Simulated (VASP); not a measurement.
Consider the following.

```
BP
1.0
    2.71418     0.00000     0.00000
    0.00000     2.71418     0.00000
    0.00000     0.00000     2.71418
B P
1 1
Cartesian
  0.00000   0.00000   0.00000
  1.35709   1.35709   1.35709
```

All values below come from r2SCAN meta-GGA, VASP's PBE PAW potentials (set 64) (plane waves; VASP 6.6.1). Numerical set-up: 520 eV cut-off, 15×15×15 Γ-centred mesh, tetrahedra with Blöchl corrections, potentials B P.

**Question.** What does the run give for the energy per atom (σ→0), band gap (over mesh and band path) with the smallest direct gap where there is one?

**Answer.** 
```json
{
  "band gap (over mesh and band path)": "none (metal, semimetal or under 0.01 eV)",
  "energy per atom (σ→0)": "-6.526 eV/atom"
}
```

Only differences to runs with the same potentials and settings are physical.

The structure was generated: BP was put into the CsCl type (Pm-3m), which need not be its known phase. It was relaxed first, which changed the volume by +19 %. VASP warned that the highest band is occupied, so more bands are needed.
